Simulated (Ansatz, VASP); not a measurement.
# Cross-check of TiC (TiC strained to the junction's net) between VASP and Ansatz

Wanted: the spread between two codes on one cell, functional and k mesh. The cell is generated by rule, not measured, and may not be a known phase. The structure shown is the end of the Ansatz relaxation below.

Main program and level: Ansatz 0.2.0; plane waves, with VASP 6.6.1 beside it; single point at PBE.

### 1. Set-up

Symmetry: Fm-3m, No. 225, cubic system. The conventional cell has a = 4.332 Å, b = 4.332 Å, c = 4.332 Å, α = 90.00°, β = 90.00°, γ = 90.00°. Nearest to Ti lie 6 C at 2.17 Å. Nearest to C lie 6 Ti at 2.17 Å. Farther neighbours are not listed. That group holds within 0.01 Å; judged at 0.001 Å it is R-3m (No. 166).

### 2. Ansatz: relaxation, PBE

Ansatz runs on its default PAW (the set named soft_2) files.

This run makes the geometry at which the two programs are then compared.

The input, input.yaml:

```yaml
crystal:
  lattice:
    - [3.062, 0.0, 0.0]
    - [-1.531, 2.6517697864, 0.0]
    - [0.0, 0.0, 7.4993896798]
  atoms:
    - { symbol: Ti, position: [0.0, 0.0, 0.0] }
    - { symbol: C, position: [0.3333333333, 0.6666666667, 0.1666666667] }
    - { symbol: Ti, position: [0.6666666667, 0.3333333333, 0.3333333333] }
    - { symbol: C, position: [0.0, 0.0, 0.5] }
    - { symbol: Ti, position: [0.3333333333, 0.6666666667, 0.6666666667] }
    - { symbol: C, position: [0.6666666667, 0.3333333333, 0.8333333333] }
kpoints:
  mp_grid: { grid: [12, 12, 4] }
scf:
  occupations: { method: fermi_dirac, width: 0.1 }
  max_iter: 150
hamiltonian:
  xc: pbe
relax:
  f_tol: 0.01
  max_steps: 40
  cell: { fix: [a, b, angles] }
```

Started as:

```bash
> ansatz run input.yaml --threads 8 --pin off --max-ram 16384MiB --backend cpu --events-out ev --progress --plain --runs-dir out
```

Numbers of over 12 decimals in the logs are rounded to 6 here.

Log:

```text
Engine: ansatz 0.2.0, aarch64-unknown-linux-gnu
Pseudopotentials: kind: paw
Pseudopotential: Ti, paw, valence charge 12, recommended cutoff 420 eV (normal), Ti.paw.azcp
Pseudopotential: C, paw, valence charge 4, recommended cutoff 420 eV (normal), C.paw.azcp
Functional definition: PBE
  parameter kappa = 0.804
  parameter beta = 0.066725
  exchange = pbe_x(kappa = kappa, mu = beta*pi^2/3)
  correlation = pbe_c(beta = beta)
Crystal: 6 atoms, lattice volume = 60.893 Å³
Basis set: ecut = 420 eV, 1213 PW (Γ), exchange–correlation on 48×48×108 points (8 copies of the dense FFT grid, shifted against one another)
Bands: 30, of which v1, the nominal top of the filled ones, is band 24 counted from 1 (23 counted from 0)
Symmetry: 36 space group operations
Space group: R-3m (ITA 166), of the structure as read, at distance tolerance 3.9e-5 Å
k-points: 69 of 576
Non-local potential: Ti, projectors of the file, l = 0: 3, l = 1: 2, l = 2: 3, l = 3: 1
Non-local potential: C, projectors of the file, l = 0: 2, l = 1: 2, l = 2: 1
PAW form: soft (Blöchl's): semilocal exchange-correlation on the pseudo side does not see the compensation charge
PAW one-centre angular grid: Ti, 590 points (default); XC on 64 Gauss nodes
PAW one-centre angular grid: C, 110 points (default); XC on 64 Gauss nodes
Initial density: superposition of atomic densities (neutral atoms: chi_scale 0, normalization atom), corrected by the library's trained network
Initial wavefunctions: pseudopotential atomic-orbital guess
Functional: x = pbe(κ = 0.804, μ = 0.219515), c = pbe(β = 0.066725)
SCF iter   1: F=—  HF=-8256.832055 eV  |F-HF|=—  |Δ(HF+E_count)|=         —  Δρ=3.69e-3  dr2=5.80e-3  ethr=1.77e-3  ⟨swp⟩=4.0  Hψ=7763  notcnv=0
preconditioner: auto → Kerker (q_TF=auto, 2.622 Å⁻¹)  [metal: Δε(μ)=0.066 eV  Ē_g=6.767 eV  σ=0.100 eV  W_gap=0.16  n_scr=24 (ndim 8)  ℏωp=23.3 eV  f_vac=0.000  D(μ)=0.86/eV (n_scr^D=2)]
SCF iter   2: F=—  HF=-8256.830900 eV  |F-HF|=—  |Δ(HF+E_count)|=   1.16e-3  Δρ=1.75e-3  dr2=8.55e-4  ethr=1.21e-5  ⟨swp⟩=2.2  Hψ=3172  notcnv=0
SCF iter   3: F=—  HF=-8256.830934 eV  |F-HF|=—  |Δ(HF+E_count)|=   3.46e-5  Δρ=9.80e-4  dr2=2.86e-4  ethr=1.78e-6  ⟨swp⟩=2.2  Hψ=2543  notcnv=0
SCF iter   4: F=—  HF=-8256.830941 eV  |F-HF|=—  |Δ(HF+E_count)|=   6.89e-6  Δρ=1.25e-4  dr2=7.44e-6  ethr=5.96e-7  ⟨swp⟩=2.3  Hψ=2616  notcnv=0
SCF iter   5: F=—  HF=-8256.830860 eV  |F-HF|=—  |Δ(HF+E_count)|=   8.15e-5  Δρ=2.36e-5  dr2=2.01e-7  ethr=1.55e-8  ⟨swp⟩=2.0  Hψ=2895  notcnv=0
SCF iter   6: F=-8256.830860 eV  HF=-8256.830860 eV  |F-HF|=8.00e-10  |Δ(HF+E_count)|=   1.21e-9  Δρ=7.33e-6  dr2=2.19e-8  ethr=2.08e-10  ⟨swp⟩=4.0  Hψ=6117  notcnv=0
SCF 1 converged in 6 iterations: F = -8256.830860 eV  dr2 = 2.19e-8
  greatest PAW one-centre occupation: 0.999 electrons in one spin orbital (limit 2), on the Ti atom at site 4 (counted from 0), in its partial waves of l = 0
relax step   1: F+E_penalty+E_count = -8256.83085981 eV  Δ(F+E_penalty+E_count) = +0.000e0 eV  max|allowed force component| = 4.600e-26 eV/Å  Δτ_max = 0.0000 Å  P = +0.525 GPa  Ω = 60.893 Å³  fix = [a, b, alpha, beta, gamma]  reactions: a +0.508, b +0.508 GPa  (6 SCF iters, dr2 threshold 1.00e-7 eV, accepted)
[...]
relax step   2: F+E_penalty+E_count = -8256.83082230 eV  Δ(F+E_penalty+E_count) = +3.751e-5 eV  max|allowed force component| = 1.063e-26 eV/Å  Δτ_max = 0.0000 Å  P = +0.152 GPa  Ω = 60.982 Å³  energy of the carried Pulay correction = -1.518e-4 eV  fix = [a, b, alpha, beta, gamma]  reactions: a +0.302, b +0.302 GPa  (4 SCF iters, dr2 threshold 6.00e-7 eV, accepted)
[...]
relax step   3: F+E_penalty+E_count = -8256.83086300 eV  Δ(F+E_penalty+E_count) = -4.069e-5 eV  max|allowed force component| = 1.145e-26 eV/Å  Δτ_max = 0.0000 Å  P = +0.230 GPa  Ω = 60.964 Å³  energy of the carried Pulay correction = -1.199e-4 eV  fix = [a, b, alpha, beta, gamma]  reactions: a +0.345, b +0.345 GPa  (3 SCF iters, dr2 threshold 5.53e-8 eV, accepted)
[...]
relax step   4: F+E_penalty+E_count = -8256.83100449 eV  Δ(F+E_penalty+E_count) = -1.415e-4 eV  max|allowed force component| = 2.389e-27 eV/Å  Δτ_max = 0.0000 Å  P = +0.232 GPa  Ω = 60.964 Å³  fix = [a, b, alpha, beta, gamma]  reactions: a +0.346, b +0.346 GPa  stress off target by 4.31e-3 GPa on what of the cell is left free  SCF on the basis re-selected at this cell (its energy is not comparable with the rows above)  (5 SCF iters)
basis re-selected at this cell: Δ(F+E_penalty+E_count) = -1.415e-4 eV, ΔP = +0.003 GPa vs the last step (what re-selecting the basis moved, of the pressure what is left beyond the Pulay correction that the steps carried, after the strain that the cell walked since its last selection, with what the two solves' SCF thresholds leave and, on support functions, any second-order correction that the steps lacked; it is no m [...]
SCF converged after 5 iterations
Free energy (F): -8256.831004 eV
Harris-Foulkes:  -8256.831004 eV  (|F-HF|=5.46e-12)
Internal energy: -8256.801707 eV  (E = F + TS)
E sigma→0 (E₀):  -8256.816356 eV
Entropy (-TS):   -0.029297 eV (-4.883 meV/atom)
Fermi energy:    14.701900 eV
--- Per-component energies (eV) ---
  E_band       = -332.972388
  E_kinetic    = 1086.965403
  E_local      = -2326.647323  (includes V_loc(G=0)·N_el)
  E_nonlocal   = 95.876219
  E_hartree    = 944.391367
  E_xc         = -442.252246
  E_vxc        = -552.292131  (∫ρ·V_xc dr)
  E_paw        = -3435.707672  (= ΣΔE_a)
  E_vpaw       = -525.657776  (= ΣTr[D̂ρ^β])
  E_aug_tail   = 0.000452  (compensation charges beyond the density's cutoff)
  E_ewald      = -4179.427906
  E_smearing   = -0.029297  (= −TS)
  E_closure    = -0.000000  (closes the sum)
  Σ components = -8256.831004   (vs F -8256.831004, Δ=0.00e0)
--- Forces (eV/Å), atoms counted from 1 ---
  atom   1  Ti     0.00000000     0.00000000     0.00000000
  atom   2  C      0.00000000     0.00000000     0.00000000
  atom   3  Ti     0.00000000    -0.00000000    -0.00000000
  atom   4  C      0.00000000     0.00000000     0.00000000
  atom   5  Ti     0.00000000     0.00000000     0.00000000
  atom   6  C     -0.00000000     0.00000000    -0.00000000
  max |Σ_I F_I| component: 2.90e-27 eV/Å
--- Stress (GPa, compression-positive) ---
        0.346088       0.000000       0.000000
        0.000000       0.346088       0.000000
        0.000000       0.000000       0.004313
  P = ⅓ Tr σ = 0.2322 GPa (2.322 kbar)
--- Relaxed structure (3 steps of the walk, 3 accepted, 1 SCFs on fresh bases) ---
  F+E_penalty+E_count = -8256.83100449 eV   max|allowed force component| = 2.389e-27 eV/Å   (the final SCF, on the basis selected at the relaxed cell)
  cell:  # Å, volume = 60.9636 Å³
    - [3.062000, 0, 0]
    - [-1.531000, 2.651770, 0]
    - [0, 0, 7.508098]
  atoms:
    - { symbol: Ti, position: [0, 0, 0] }
    - { symbol: C, position: [0.333333, 0.666667, 0.166667] }
    - { symbol: Ti, position: [0.666667, 0.333333, 0.333333] }
    - { symbol: C, position: [0, 0, 0.5] }
    - { symbol: Ti, position: [0.333333, 0.666667, 0.666667] }
    - { symbol: C, position: [0.666667, 0.333333, 0.833333] }
```

In the SCF lines HF is the Harris–Foulkes energy and dr2 the Hartree energy of the density residual, in eV; the loop may stop once dr2 is under the threshold and the program's other checks hold. Hψ counts applications of the Hamiltonian.

### 3. VASP: single point, PBE

The same cell, functional, mesh and smearing now go to VASP, with its own data sets.

Lines of VASP's logs that name or quote its potential files are left out, and so is its time.

The input, INCAR:

```
SYSTEM = TiC
PREC = Accurate
ENCUT = 600
EDIFF = 1E-06
NELM = 120
ISMEAR = -1
SIGMA = 0.1
LREAL = .FALSE.
ALGO = Normal
GGA = PE
NBANDS = 30
LASPH = .TRUE.
LORBIT = 11
LWAVE = .FALSE.
LCHARG = .FALSE.
ISIF = 2
GGA_COMPAT = .FALSE.
KPAR = 2
```

The input, POSCAR:

```
TiC
1.0
    3.0620000000      0.0000000000      0.0000000000
   -1.5310000000      2.6517697864      0.0000000000
    0.0000000000      0.0000000000      7.5080975618
Ti C
3 3
Direct
    0.0000000000      0.0000000000      0.0000000000
    0.6666666667      0.3333333333      0.3333333333
    0.3333333333      0.6666666667      0.6666666667
    0.3333333333      0.6666666667      0.1666666667
    0.0000000000      0.0000000000      0.5000000000
    0.6666666667      0.3333333333      0.8333333333
```

The input, KPOINTS:

```
Automatic mesh
0
Gamma
12 12 4
0 0 0
```

PAW data sets: Ti_sv and C (PBE family, release 64).

Started as:

```bash
> mpirun -np 2 vasp_std
```

Log:

```text
[banner, memory and clock lines left out]
running    2 mpi-ranks, on    1 nodes
 distrk:  each k-point on    1 cores,    2 groups
 distr:  one band on    1 cores,    1 groups

 POSCAR found type information on POSCAR TiC
 POSCAR found :  2 types and       6 ions
 LDA part: xc-table for (Slater+PW92), standard interpolation
 POSCAR, INCAR and KPOINTS ok, starting setup
 FFT: planning ... GRIDC
 FFT: planning ... GRID_SOFT
 FFT: planning ... GRID
 WAVECAR not read
 entering main loop
       N       E                     dE             d eps       ncg     rms          rms(c)
DAV:   1     0.633827665128E+03    0.63383E+03   -0.25911E+04  4140   0.216E+03
DAV:   2     0.261060984002E+02   -0.60772E+03   -0.58980E+03  4140   0.606E+02
DAV:   3    -0.662053640597E+02   -0.92311E+02   -0.88748E+02  7086   0.190E+02
DAV:   4    -0.726732134063E+02   -0.64678E+01   -0.64390E+01  6060   0.485E+01
DAV:   5    -0.729640463432E+02   -0.29083E+00   -0.29070E+00  6142   0.943E+00    0.317E+01
DAV:   6    -0.576623786425E+02    0.15302E+02   -0.14457E+02  5850   0.847E+01    0.115E+01
DAV:   7    -0.561725562918E+02    0.14898E+01   -0.21619E+01  5736   0.314E+01    0.717E+00
DAV:   8    -0.561563257030E+02    0.16231E-01   -0.17201E+00  5718   0.108E+01    0.160E+00
DAV:   9    -0.561391348410E+02    0.17191E-01   -0.28540E-01  5906   0.438E+00    0.850E-01
DAV:  10    -0.561467280398E+02   -0.75932E-02   -0.48408E-02  5332   0.225E+00    0.573E-01
DAV:  11    -0.561448554165E+02    0.18726E-02   -0.13140E-02  5372   0.119E+00    0.530E-02
DAV:  12    -0.561448999465E+02   -0.44530E-04   -0.11234E-03  6494   0.229E-01    0.713E-02
DAV:  13    -0.561448480699E+02    0.51877E-04   -0.48267E-04  5884   0.150E-01    0.128E-02
DAV:  14    -0.561448471897E+02    0.88018E-06   -0.34847E-05  6086   0.398E-02    0.631E-03
DAV:  15    -0.561448464732E+02    0.71651E-06   -0.44786E-06  4722   0.167E-02
   1 F= -.56144846E+02 E0= -.56130137E+02  d E =-.294193E-01
```

OUTCAR, selected parts (step 3):

```text
ion  position               nearest neighbor table
   1  0.000  0.000  0.000-   4 2.17   6 2.17   6 2.17   4 2.17   6 2.17   4 2.17
   2  0.667  0.333  0.333-   4 2.17   4 2.17   4 2.17   5 2.17   5 2.17   5 2.17
   3  0.333  0.667  0.667-   6 2.17   6 2.17   6 2.17   5 2.17   5 2.17   5 2.17
   4  0.333  0.667  0.167-   2 2.17   2 2.17   2 2.17   1 2.17   1 2.17   1 2.17
   5  0.000  0.000  0.500-   2 2.17   3 2.17   2 2.17   3 2.17   2 2.17   3 2.17
   6  0.667  0.333  0.833-   3 2.17   3 2.17   3 2.17   1 2.17   1 2.17   1 2.17

  LATTYP: Found a hexagonal cell.
 ALAT       =     3.0620000000
 C/A-ratio  =     2.4520240241

 Subroutine GETGRP returns: Found 12 space group operations
 (whereof 12 operations were pure point group operations)

The static configuration has the point symmetry D_3d.

 Found     69 irreducible k-points:

   k-points           NKPTS =     69   k-points in BZ     NKDIM =     69   number of bands    NBANDS=     30

   dimension x,y,z NGX =    24 NGY =   24 NGZ =   60
   dimension x,y,z NGXF=    48 NGYF=   48 NGZF=  120

   ENCUT  =  600.0 eV  44.10 Ry    6.64 a.u.   6.12  6.12 15.00*2*pi/ulx,y,z

   NELECT =      48.0000    total number of electrons

 k-points in reciprocal lattice and weights: Automatic mesh
   0.00000000  0.00000000  0.00000000       0.002
   0.08333333  0.00000000  0.00000000       0.010
   0.16666667  0.00000000  0.00000000       0.010
   0.25000000  0.00000000  0.00000000       0.010
   0.33333333  0.00000000  0.00000000       0.010
   0.41666667  0.00000000  0.00000000       0.010
   0.50000000  0.00000000  0.00000000       0.005
   0.08333333  0.08333333  0.00000000       0.010
   0.16666667  0.08333333  0.00000000       0.021
[...]
0.33333333  0.25000000  0.50000000       0.021
   0.33333333  0.33333333  0.50000000       0.003

 average (electrostatic) potential at core
       1 -71.1849       2 -71.1849       3 -71.1849       4 -44.4221       5 -44.4221
       6 -44.4221

 E-fermi :   9.4211

 k-point     1 :       0.0000    0.0000    0.0000
  band No.  band energies     occupation
    ...
     17       5.2863      2.00000
     18       7.0616      2.00000
     19       7.0616      2.00000
     20       7.0616      2.00000
     21       7.0616      2.00000
     22      10.0959      0.00234
     23      10.1052      0.00214
     24      10.1052      0.00214
     25      11.0799      0.00000
     26      11.0888      0.00000
    ...

 k-point     2 :       0.0833    0.0000    0.0000
  band No.  band energies     occupation
    ...
     18       6.9175      2.00000
     19       6.9479      2.00000
     20       7.1419      2.00000
     21       7.2822      2.00000
     22       9.4754      0.73504
     23       9.6787      0.14148
     24       9.7372      0.08138
     25      10.2061      0.00078
     26      10.6810      0.00001
     27      11.2899      0.00000
    ...

 k-point     3 :       0.1667    0.0000    0.0000
  band No.  band energies     occupation
    ...
     20       6.9795      2.00000
     21       7.6344      2.00000
     22       8.1587      1.99999
     23       8.7137      1.99831
     24       8.9587      1.98058
     25      10.3343      0.00022
     26      10.7246      0.00000
     27      10.9193      0.00000
     28      11.4117      0.00000
     29      11.9315      0.00000
    ...

  Total        0.1783035      0.1783035      0.0478353      0.0000000     -0.0000000      0.0000000
  in kB        4.6859693      4.6859693      1.2571543      0.0000000     -0.0000000      0.0000000
  external PRESSURE =       3.5430310 kB  Pullay stress =       0.0000000 kB

  energy-cutoff  :      600.00
  volume of cell :       60.96
      direct lattice vectors                 reciprocal lattice vectors
     3.062000000  0.000000000  0.000000000     0.326583932  0.188553321  0.000000000
    -1.531000000  2.651769786  0.000000000     0.000000000  0.377106642  0.000000000
     0.000000000  0.000000000  7.508097562     0.000000000  0.000000000  0.133189532

 POSITION                                       TOTAL-FORCE (eV/Angst)
 -----------------------------------------------------------------------------------
      0.00000      0.00000      0.00000        -0.000000      0.000000      0.000000
      1.53100      0.88392      2.50270        -0.000000      0.000000      0.000000
     -0.00000      1.76785      5.00540         0.000000     -0.000000     -0.000000
     -0.00000      1.76785      1.25135         0.000000     -0.000000     -0.000000
      0.00000      0.00000      3.75405         0.000000      0.000000      0.000000
      1.53100      0.88392      6.25675         0.000000      0.000000      0.000000
 -----------------------------------------------------------------------------------
    total drift:                                0.000000     -0.000000      0.000000

  FREE ENERGIE OF THE ION-ELECTRON SYSTEM (eV)
  ---------------------------------------------------
  free  energy   TOTEN  =       -56.1448464732 eV

  energy  without entropy=      -56.1154271442  energy(sigma->0) =      -56.13013681

 total charge
# of ion       s       p       d       tot
------------------------------------------
    1        2.199   6.246   1.951  10.396
    2        2.199   6.246   1.951  10.396
    3        2.199   6.246   1.951  10.396
    4        0.895   1.505   0.000   2.399
    5        0.895   1.505   0.000   2.399
    6        0.895   1.505   0.000   2.399
--------------------------------------------------
tot          9.279  23.254   5.853  38.386

[... 3 further parts left out ...]
```

The run ends at a pressure of 0.35 GPa.

### 4. Differences

Known differences besides the potentials themselves: the cutoff is 420 eV in Ansatz and 600 eV in VASP; Ansatz's pressure holds a Pulay correction, VASP's none. Total energies have different zeros and are not compared.

The two programs side by side:

```csv
quantity,Ansatz,VASP,difference
pressure (GPa),0.23,0.35,-0.12
```

### 5. Outcome

```yaml
difference_in_pressure_single_point_pbe: -0.12 GPa
```

The difference in pressure is -0.12 GPa (single point, PBE), within the 1 GPa picked in this series as the mark of a large difference. 1 further run of this series is not shown here. How closely two codes agree says nothing of how well the functional describes the real material.

[Lines on the potential files, build, host, timing and source positions are cut from VASP's logs without a mark.]

[Logs are printed without paths, hosts, clocks, repeated set-up lines and the standing remarks that a program may print on its own settings, such as how far it seeks lower states.]

[Hosts, paths, dates, database ids (printed as entryN), source tags and the programs' standing remarks are cut or masked in the printed files.]
